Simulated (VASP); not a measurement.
OSZICAR of a VASP run on Ag (fcc):

OSZICAR:
```
       N       E                     dE             d eps       ncg     rms          rms(c)
DAV:   1     0.141334572624E+02    0.14133E+02   -0.58268E+03  1920   0.113E+03
DAV:   2    -0.348697565665E+02   -0.49003E+02   -0.46864E+02  1905   0.213E+02
DAV:   3    -0.352983885081E+02   -0.42863E+00   -0.42850E+00  2192   0.249E+01
DAV:   4    -0.352992702300E+02   -0.88172E-03   -0.88171E-03  2132   0.107E+00
DAV:   5    -0.352992767522E+02   -0.65222E-05   -0.65226E-05  2109   0.835E-02    0.681E+00
DAV:   6    -0.312145724602E+02    0.40847E+01   -0.11911E+01  1910   0.404E+01    0.554E+00
DAV:   7    -0.313749859059E+02   -0.16041E+00   -0.85447E-01  1882   0.953E+00    0.238E+00
DAV:   8    -0.313626324538E+02    0.12353E-01   -0.34419E-02  1875   0.195E+00    0.336E-01
DAV:   9    -0.313725064740E+02   -0.98740E-02   -0.24096E-02  1951   0.121E+00    0.171E-01
DAV:  10    -0.313739289448E+02   -0.14225E-02   -0.18438E-03  1894   0.506E-01    0.901E-02
DAV:  11    -0.313748857453E+02   -0.95680E-03   -0.77563E-03  1911   0.870E-01    0.992E-02
DAV:  12    -0.313750410002E+02   -0.15525E-03   -0.84663E-04  1924   0.329E-01    0.323E-02
DAV:  13    -0.313752049973E+02   -0.16400E-03   -0.96148E-05  1896   0.128E-01    0.151E-02
DAV:  14    -0.313752089475E+02   -0.39502E-05   -0.29042E-05  1921   0.444E-02    0.795E-03
DAV:  15    -0.313752160356E+02   -0.70882E-05   -0.31993E-06  1560   0.215E-02    0.242E-03
DAV:  16    -0.313752150312E+02    0.10044E-05   -0.83350E-07   962   0.103E-02    0.261E-04
DAV:  17    -0.313752167986E+02   -0.17674E-05   -0.46011E-08   970   0.273E-03    0.324E-04
DAV:  18    -0.313752164995E+02    0.29909E-06   -0.16076E-08   953   0.142E-03
   1 F= -.31375216E+02 E0= -.31375026E+02  d E =-.313752E+02
       N       E                     dE             d eps       ncg     rms          rms(c)
DAV:   1    -0.313972479124E+02   -0.22031E-01   -0.40260E-01  1901   0.791E+00    0.948E-01
DAV:   2    -0.313739422680E+02    0.23306E-01   -0.11601E-01  1914   0.366E+00    0.278E-01
DAV:   3    -0.313749070541E+02   -0.96479E-03   -0.87167E-04  1873   0.336E-01    0.196E-01
DAV:   4    -0.313742639041E+02    0.64315E-03   -0.36245E-03  1910   0.534E-01    0.736E-02
DAV:   5    -0.313752494869E+02   -0.98558E-03   -0.15068E-03  1893   0.393E-01    0.234E-02
DAV:   6    -0.313752361405E+02    0.13346E-04   -0.23907E-05  1903   0.560E-02    0.158E-02
DAV:   7    -0.313751950653E+02    0.41075E-04   -0.22896E-06  1891   0.211E-02    0.599E-03
DAV:   8    -0.313751995122E+02   -0.44469E-05   -0.37670E-06  1962   0.252E-02    0.139E-03
DAV:   9    -0.313752037011E+02   -0.41889E-05   -0.33368E-07   941   0.742E-03    0.352E-04
DAV:  10    -0.313752031467E+02    0.55444E-06   -0.11993E-08   942   0.159E-03
   2 F= -.31375203E+02 E0= -.31375071E+02  d E =0.133529E-04
       N       E                     dE             d eps       ncg     rms          rms(c)
DAV:   1    -0.313821117983E+02   -0.69081E-02   -0.12572E-01  1902   0.445E+00    0.539E-01
DAV:   2    -0.313753001883E+02    0.68116E-02   -0.34997E-02  1910   0.202E+00    0.168E-01
DAV:   3    -0.313754357253E+02   -0.13554E-03   -0.27804E-04  1874   0.190E-01    0.119E-01
DAV:   4    -0.313750604068E+02    0.37532E-03   -0.12465E-03  1908   0.318E-01    0.433E-02
DAV:   5    -0.313753524239E+02   -0.29202E-03   -0.54287E-04  1893   0.237E-01    0.131E-02
DAV:   6    -0.313753720868E+02   -0.19663E-04   -0.50606E-06  1921   0.257E-02    0.991E-03
DAV:   7    -0.313753925913E+02   -0.20504E-04   -0.10598E-06  1865   0.142E-02    0.340E-03
DAV:   8    -0.313753965127E+02   -0.39214E-05   -0.28094E-06  1919   0.211E-02    0.448E-04
DAV:   9    -0.313753956038E+02    0.90889E-06   -0.48159E-08   963   0.287E-03
   3 F= -.31375396E+02 E0= -.31375229E+02  d E =-.179104E-03
       N       E                     dE             d eps       ncg     rms          rms(c)
DAV:   1    -0.313759700248E+02   -0.57351E-03   -0.10207E-02  1901   0.126E+00    0.153E-01
DAV:   2    -0.313753016423E+02    0.66838E-03   -0.28957E-03  1912   0.580E-01    0.464E-02
DAV:   3    -0.313753626964E+02   -0.61054E-04   -0.22089E-05  1872   0.537E-02    0.327E-02
DAV:   4    -0.313753577870E+02    0.49095E-05   -0.96701E-05  1910   0.883E-02    0.120E-02
DAV:   5    -0.313753993033E+02   -0.41516E-04   -0.41481E-05  1899   0.656E-02    0.373E-03
DAV:   6    -0.313753951949E+02    0.41084E-05   -0.46261E-07  1240   0.785E-03    0.271E-03
DAV:   7    -0.313753887699E+02    0.64250E-05   -0.83862E-08   945   0.372E-03    0.993E-04
DAV:   8    -0.313753885474E+02    0.22249E-06   -0.19642E-07   963   0.540E-03
   4 F= -.31375389E+02 E0= -.31375231E+02  d E =-.172048E-03
```

**Question.** Which electronic solver shows in the log?

**Answer.** It is blocked Davidson (ALGO = Normal, or the opening steps of other solvers). The INCAR had ALGO = Normal.

**Question.** Can the final energy be trusted as converged?

**Answer.** The run converged. It stopped with EDIFF = 1E-6, NELM = 100, NSW = 60 and EDIFFG = -0.01 after 4 ionic steps (SCAN meta-GGA, plane waves, VASP's PBE PAW potentials (set 64)).

The compound is Ag in the fcc structure. This run relaxes it. Symmetry was kept, so distortions that lower it aren't found.
